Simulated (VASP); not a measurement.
A convergence study with VASP on Zr (hcp): one setting is varied, all else stays as given below, so the limit is that of these other settings.

```
Zr
1.0
    1.61500    -2.79726     0.00000
    1.61500     2.79726     0.00000
    0.00000     0.00000     5.15000
Zr
2
Cartesian
  1.61500   0.93242   1.28750
  1.61500  -0.93242   3.86250
```

Computed with LDA (Ceperley-Alder, Perdew-Zunger), VASP's LDA PAW potentials (set 64) (plane waves; VASP). The tightest run used: 550 eV cut-off, 23×23×12 Γ-centred mesh, first-order Methfessel-Paxton smearing of 0.10 eV, potentials Zr_sv.

Question: The settings run are 1×1×1 mesh; 2×2×1 mesh; 3×3×2 mesh; 4×4×2 mesh; 5×5×3 mesh; 6×6×3 mesh; 7×7×4 mesh; 8×8×4 mesh; 9×9×5 mesh; 10×10×5 mesh; 12×12×6 mesh; 13×13×7 mesh; 14×14×7 mesh; 15×15×8 mesh; 16×16×9 mesh; 17×17×9 mesh; 18×18×10 mesh; 19×19×10 mesh; 20×20×11 mesh; 21×21×11 mesh; 22×22×12 mesh; 23×23×12 mesh. From which on does the energy per atom stay within 0.001 eV/atom of the tightest run?

Answer: From 14×14×7 mesh on: it is off by 0.0003 there and by no more than 0.001 in any finer run, while 13×13×7 mesh is off by 0.0012.
```tsv
setting	E (eV/atom)	pressure (GPa)	irreducible k-points	difference judged (eV/atom)
1×1×1 mesh	-7.8508	34.55	1	1.4128
2×2×1 mesh	-9.6458	-9.54	2	0.3822
3×3×2 mesh	-9.3062	-6.79	6	0.0426
4×4×2 mesh	-9.2241	-5.08	8	0.0395
5×5×3 mesh	-9.2616	-5.60	10	0.0020
6×6×3 mesh	-9.2267	-5.69	14	0.0369
7×7×4 mesh	-9.2593	-5.88	24	0.0043
8×8×4 mesh	-9.2678	-5.57	30	0.0042
9×9×5 mesh	-9.2649	-5.94	36	0.0013
10×10×5 mesh	-9.2668	-6.07	42	0.0032
12×12×6 mesh	-9.2623	-5.92	76	0.0013
13×13×7 mesh	-9.2624	-6.01	84	0.0012
14×14×7 mesh	-9.2639	-5.99	96	0.0003
15×15×8 mesh	-9.2635	-6.00	135	0.0001
16×16×9 mesh	-9.2642	-5.96	150	0.0006
17×17×9 mesh	-9.2637	-5.99	165	0.0001
18×18×10 mesh	-9.2630	-6.00	222	0.0006
19×19×10 mesh	-9.2632	-6.02	240	0.0004
20×20×11 mesh	-9.2636	-5.96	264	0.0000
21×21×11 mesh	-9.2634	-5.96	288	0.0002
22×22×12 mesh	-9.2638	-5.98	364	0.0002
23×23×12 mesh	-9.2636	-5.99	392	0.0000
```

Left out are rungs that failed or repeat a setting and relaxations that didn't move; long series are thinned to 24 rows.

The compound is Zr in the hcp structure. The cell was not relaxed at this level.
